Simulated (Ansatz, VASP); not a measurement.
# MgTiS3: VASP beside Ansatz, part 2 of 2

Aim: how closely do two programs agree when they are given the same cell, functional and k mesh? The cell is generated by rule, not measured, and may not be a known phase. The cell is taken from a series of runs on this material, whose earlier steps may have relaxed, scaled, displaced or heated it; both programs get it as it stands.

VASP 6.6.1 and Ansatz 0.2.0.

So far: Starting point; Ansatz: relaxation of cell and atoms, PBE.

## Step 3: VASP: relaxation of cell and atoms, PBE

Level of this step: PBE, no spin polarisation; plane waves and PAW (Mg, Ti_sv, S); invented cell (VASP).

The same cell, functional and mesh now go to VASP, with its own data sets.

Lines of VASP's logs that name or quote its potential files are left out, and so is its time.

File INCAR:

```
SYSTEM = MgTiS3
PREC = Accurate
ENCUT = 600
EDIFF = 1E-07
NELM = 120
ISMEAR = 0
SIGMA = 0.01
LREAL = .FALSE.
ALGO = Normal
GGA = PE
NBANDS = 42
LASPH = .TRUE.
LORBIT = 11
LWAVE = .FALSE.
LCHARG = .FALSE.
ISIF = 3
IBRION = 2
NSW = 80
EDIFFG = -0.005
GGA_COMPAT = .FALSE.
NELMIN = 4
EFERMI = MIDGAP
KPAR = 4
```

File POSCAR:

```
MgTiS3
1.0
    3.4963110000      0.0000000000      0.0000000000
    0.0000000000      6.1651510000      0.0000000000
   -1.7429410000      0.0000000000      9.0763600000
Mg Ti S
2 2 6
Direct
    0.9899670039      0.9424827956      0.9810105593
    0.0100329961      0.4424827956      0.0189894407
    0.3054829114      0.4360767888      0.6641970460
    0.6945170886      0.9360767887      0.3358029540
    0.7763653811      0.2406280478      0.5437541041
    0.5585965873      0.7087233954      0.1152812361
    0.2236346189      0.7406280478      0.4562458959
    0.4414034127      0.2087233954      0.8847187639
    0.8904625932      0.6636365030      0.7704157283
    0.1095374067      0.1636365029      0.2295842717
```

File KPOINTS:

```
Automatic mesh
0
Gamma
8 4 4
0 0 0
```

The projector-augmented-wave data sets are Mg, Ti_sv and S (PBE family, release 64).

Command:

```bash
mpirun -np 4 vasp_std
```

Numbers of over 12 decimals in the logs are rounded to 6 here.

Log:

```text
[banner, memory and clock lines left out]
running    4 mpi-ranks, on    1 nodes
 distrk:  each k-point on    1 cores,    4 groups
 distr:  one band on    1 cores,    1 groups

 POSCAR found type information on POSCAR MgTiS
 POSCAR found :  3 types and      10 ions
 LDA part: xc-table for (Slater+PW92), standard interpolation
 POSCAR, INCAR and KPOINTS ok, starting setup
 FFT: planning ... GRIDC
 FFT: planning ... GRID_SOFT
 FFT: planning ... GRID
 WAVECAR not read
 entering main loop
       N       E                     dE             d eps       ncg     rms          rms(c)
DAV:   1     0.672224042194E+03    0.67222E+03   -0.31017E+04  4560   0.162E+03
DAV:   2     0.391384040430E+02   -0.63309E+03   -0.60627E+03  4794   0.413E+02
DAV:   3    -0.572975216577E+02   -0.96436E+02   -0.93131E+02  6922   0.142E+02
DAV:   4    -0.650599268143E+02   -0.77624E+01   -0.77396E+01  6952   0.372E+01
DAV:   5    -0.655570086213E+02   -0.49708E+00   -0.49696E+00  6496   0.789E+00    0.205E+01
DAV:   6    -0.583545863625E+02    0.72024E+01   -0.40263E+01  6590   0.476E+01    0.192E+01
DAV:   7    -0.572910253098E+02    0.10636E+01   -0.24937E+01  6274   0.428E+01    0.109E+01
DAV:   8    -0.560252608580E+02    0.12658E+01   -0.21031E+00  5458   0.135E+01    0.339E+00
DAV:   9    -0.562076790932E+02   -0.18242E+00   -0.86115E-01  6906   0.593E+00    0.394E+00
DAV:  10    -0.560356253359E+02    0.17205E+00   -0.35805E-01  6128   0.647E+00    0.782E-01
DAV:  11    -0.560364683903E+02   -0.84305E-03   -0.32157E-02  4934   0.145E+00    0.543E-01
DAV:  12    -0.560375049603E+02   -0.10366E-02   -0.67794E-03  5942   0.854E-01    0.378E-01
DAV:  13    -0.560358033263E+02    0.17016E-02   -0.27473E-03  5938   0.532E-01    0.895E-02
DAV:  14    -0.560359616005E+02   -0.15827E-03   -0.31108E-04  5652   0.181E-01    0.979E-02
DAV:  15    -0.560358808251E+02    0.80775E-04   -0.74053E-05  6066   0.763E-02    0.534E-02
DAV:  16    -0.560358509210E+02    0.29904E-04   -0.35786E-05  6746   0.432E-02    0.232E-02
DAV:  17    -0.560358472758E+02    0.36452E-05   -0.58796E-06  6812   0.142E-02    0.142E-02
DAV:  18    -0.560358442275E+02    0.30483E-05   -0.21614E-06  6818   0.150E-02    0.475E-03
DAV:  19    -0.560358440212E+02    0.20630E-06   -0.73884E-07  5424   0.571E-03    0.150E-03
DAV:  20    -0.560358440500E+02   -0.28734E-07   -0.77660E-08  2666   0.223E-03
   1 F= -.56035844E+02 E0= -.56035844E+02  d E =-.560358E+02
[... from here on, the cycles between the ionic steps are left out ...]
   2 F= -.56036296E+02 E0= -.56036296E+02  d E =-.451727E-03
   3 F= -.56036333E+02 E0= -.56036333E+02  d E =-.489274E-03
   4 F= -.56036579E+02 E0= -.56036579E+02  d E =-.245181E-03
   5 F= -.56036583E+02 E0= -.56036583E+02  d E =-.249534E-03
   6 F= -.56036677E+02 E0= -.56036677E+02  d E =-.944862E-04
   7 F= -.56036762E+02 E0= -.56036762E+02  d E =-.178725E-03
   8 F= -.56036797E+02 E0= -.56036797E+02  d E =-.355729E-04
   9 F= -.56036804E+02 E0= -.56036804E+02  d E =-.427096E-04
  10 F= -.56036828E+02 E0= -.56036828E+02  d E =-.240372E-04
  11 F= -.56036831E+02 E0= -.56036831E+02  d E =-.266663E-04
 curvature:  -2.48 expect dE=-0.329E-04 dE for cont linesearch -0.775E-08
 trial: gam= 0.50140 g(F)=  0.921E-05 g(S)=  0.406E-05 ort = 0.427E-06 (trialstep = 0.158E+01)
 search vector abs. value=  0.283E-04
 bond charge predicted
       N       E                     dE             d eps       ncg     rms          rms(c)
DAV:   1    -0.560367835579E+02    0.47326E-04   -0.45729E-03  5652   0.893E-01    0.241E-02
DAV:   2    -0.560368484009E+02   -0.64843E-04   -0.73769E-04  4568   0.156E-01    0.119E-02
DAV:   3    -0.560368483867E+02    0.14126E-07   -0.21934E-05  6072   0.270E-02    0.897E-03
DAV:   4    -0.560368480540E+02    0.33272E-06   -0.18751E-06  6652   0.983E-03    0.604E-03
DAV:   5    -0.560368477640E+02    0.29000E-06   -0.10065E-06  5858   0.953E-03    0.312E-03
DAV:   6    -0.560368477054E+02    0.58576E-07   -0.28765E-07  3754   0.502E-03
  12 F= -.56036848E+02 E0= -.56036848E+02  d E =-.167461E-04
 trial-energy change:   -0.000017  1 .order   -0.000017   -0.000021   -0.000012
 step:   3.7032(harm=  3.7032)  dis= 0.00168  next Energy=   -56.036856 (dE=-0.250E-04)
 reached required accuracy - stopping structural energy minimisation
```

From OUTCAR (step 3):

```text
ion  position               nearest neighbor table
   1  0.990  0.942  0.981-   8 2.55   8 2.55   6 2.57   9 2.57   6 2.58  10 2.64   2 3.10   2 3.10

  LATTYP: Found a simple monoclinic cell.
 ALAT       =     3.4963110000
 B/A-ratio  =     1.7633302644
 C/A-ratio  =     2.6434130802
 COS(beta)  =    -0.1885851949

 Subroutine GETGRP returns: Found  2 space group operations
 (whereof  1 operations were pure point group operations)

The static configuration has the point symmetry C_1 .
 The point group associated with its full space group is C_2 .

 Found     54 irreducible k-points:

   k-points           NKPTS =     54   k-points in BZ     NKDIM =     54   number of bands    NBANDS=     42

   dimension x,y,z NGX =    28 NGY =   50 NGZ =   80
   dimension x,y,z NGXF=    56 NGYF=  100 NGZF=  160

   ENCUT  =  600.0 eV  44.10 Ry    6.64 a.u.   6.98 12.31 18.46*2*pi/ulx,y,z

   NELECT =      64.0000    total number of electrons

 k-points in reciprocal lattice and weights: Automatic mesh
   0.00000000  0.00000000  0.00000000       0.008
   0.12500000  0.00000000 -0.00000000       0.016
   0.25000000  0.00000000 -0.00000000       0.016
   0.37500000  0.00000000 -0.00000000       0.016
   0.50000000  0.00000000 -0.00000000       0.008
   0.00000000  0.25000000  0.00000000       0.016
   0.12500000  0.25000000 -0.00000000       0.031
   0.25000000  0.25000000 -0.00000000       0.031
   0.37500000  0.25000000 -0.00000000       0.031
[...]
0.37500000  0.50000000  0.50000000       0.016
   0.50000000  0.50000000  0.50000000       0.008

 average (electrostatic) potential at core
       1 -36.7422       2 -36.7422       3 -77.4397       4 -77.4397       5 -86.5343
       6 -86.3176       7 -86.5343       8 -86.3176       9 -86.4108      10 -86.4108

 E-fermi :   4.4908

 k-point     1 :       0.0000    0.0000    0.0000
  band No.  band energies     occupation
    ...
     28       3.3140      2.00000
     29       3.8070      2.00000
     30       4.0528      2.00000
     31       4.1058      2.00000
     32       4.2046      2.00000
     33       4.7769      0.00000
     34       4.9480      0.00000
     35       5.4655      0.00000
     36       5.5880      0.00000
     37       5.8568      0.00000
    ...

 k-point     2 :       0.1250    0.0000   -0.0000
  band No.  band energies     occupation
    ...
     28       3.0789      2.00000
     29       3.3649      2.00000
     30       3.7047      2.00000
     31       3.9267      2.00000
     32       4.0316      2.00000
     33       5.1845      0.00000
     34       5.2542      0.00000
     35       5.4279      0.00000
     36       5.6003      0.00000
     37       5.7775      0.00000
    ...

 k-point     3 :       0.2500    0.0000   -0.0000
  band No.  band energies     occupation
    ...
     28       2.6419      2.00000
     29       2.9488      2.00000
     30       3.2423      2.00000
     31       3.3060      2.00000
     32       3.8414      2.00000
     33       5.3419      0.00000
     34       5.4861      0.00000
     35       5.6433      0.00000
     36       5.6848      0.00000
     37       5.7546      0.00000
    ...

  Total       -0.0058541     -0.0078673      0.0138280      0.0000000      0.0000000     -0.0082248
  in kB       -0.0480693     -0.0646008      0.1135451      0.0000000      0.0000000     -0.0675362
  external PRESSURE =       0.0002917 kB  Pullay stress =       0.0000000 kB

  energy-cutoff  :      600.00
  volume of cell :      195.12
      direct lattice vectors                 reciprocal lattice vectors
     3.493000312  0.000000000  0.000317089     0.286281848  0.000000000  0.054926855
     0.000000000  6.157713682  0.000000000     0.000000000  0.162397937  0.000000000
    -1.740466454  0.000000000  9.071408681    -0.000010007  0.000000000  0.110234542

 POSITION                                       TOTAL-FORCE (eV/Angst)
 -----------------------------------------------------------------------------------
      1.75088      5.80267      8.90519         0.000119     -0.002115      0.001042
      0.00165      2.72381      0.16654        -0.000119     -0.002115     -0.001042
     -0.07476      2.68599      6.02627         0.001063     -0.001327     -0.000790
      1.82729      5.76485      3.04545        -0.001063     -0.001327      0.000790
      1.76191      1.48256      4.93449         0.002285      0.002600     -0.002154
      1.75031      4.36077      1.04631        -0.001266      0.000324      0.000632
     -0.00937      4.56142      4.13724        -0.002285      0.002600      0.002154
      0.00222      1.28191      8.02541         0.001266      0.000324     -0.000632
      1.76564      4.08909      6.98988         0.001844      0.000518      0.003292
     -0.01311      1.01024      2.08185        -0.001844      0.000518     -0.003292
 -----------------------------------------------------------------------------------
    total drift:                                0.000000      0.000385     -0.000001

  FREE ENERGIE OF THE ION-ELECTRON SYSTEM (eV)
  ---------------------------------------------------
  free  energy   TOTEN  =       -56.0368477054 eV

  energy  without entropy=      -56.0368477054  energy(sigma->0) =      -56.03684771

 reached required accuracy - stopping structural energy minimisation

 total charge
# of ion       s       p       d       tot
------------------------------------------
    1        0.144   0.139   0.045   0.328
    2        0.144   0.139   0.045   0.328
    3        2.186   6.170   1.760  10.116
    4        2.186   6.170   1.760  10.116
    5        1.343   2.386   0.000   3.729
    6        1.322   2.475   0.000   3.797
    7        1.343   2.386   0.000   3.729
    8        1.322   2.475   0.000   3.797
    9        1.336   2.429   0.000   3.765
   10        1.336   2.429   0.000   3.765
--------------------------------------------------
tot         12.664  27.198   3.610  43.472

[... 3 further parts left out ...]
```

This run has no spin polarisation, so a moment on Ti, if there is one, isn't seen. The gap is read on the k-mesh alone, so it is an upper bound where the band edges lie off the mesh. The run keeps the 2 symmetry operations of its start, so it cannot find a distortion of lower symmetry.

## Step 4: Comparison

Known differences besides the potentials themselves: fixed occupations in Ansatz, narrow Gaussian smearing in VASP; the data sets hold 80 valence electrons in Ansatz (on its PAW soft_1 files) and 64 in VASP; the cutoff is 420 eV in Ansatz and 600 eV in VASP; Ansatz adds a Pulay correction to the stress that steers its cell, VASP none. Total energies have different zeros and are not compared.

Both answers:

| quantity | Ansatz | VASP | difference |
| --- | --- | --- | --- |
| volume (Å³) | 195.52 | 195.12 | +0.21 % |
| edge a after relaxation, in the typed setting (Å) | 3.494 | 3.493 | +0.03 % |
| edge b after relaxation, in the typed setting (Å) | 6.166 | 6.158 | +0.14 % |
| edge c after relaxation, in the typed setting (Å) | 9.241 | 9.237 | +0.04 % |

## Step 5: Summary of results

```yaml
difference_in_volume_relaxation_of_cell_and_atoms_pbe: 0.21 %
```

What this shows: The difference in volume is 0.21 % (relaxation of cell and atoms, PBE), within the 1.2 % picked in this series as the mark of a large difference, as far as the stopping tolerances let one tell. The data sets hold unlike numbers of valence electrons (80 in Ansatz and 64 in VASP), so part of the differences comes from the potentials. VASP runs on this material, other cells of it included, that failed, so that no pair exists: relaxation of cell and atoms, PBE (timeout). How closely two codes agree says nothing of how well the functional describes the real material.

[Lines on the potential files, build, host, timing and source positions are cut from VASP's logs without a mark.]

[Logs are printed without paths, hosts, clocks, repeated set-up lines and the standing remarks that a program may print on its own settings, such as how far it seeks lower states.]

[Hosts, paths, dates, database ids (printed as entryN), source tags and the programs' standing remarks are cut or masked in the printed files.]
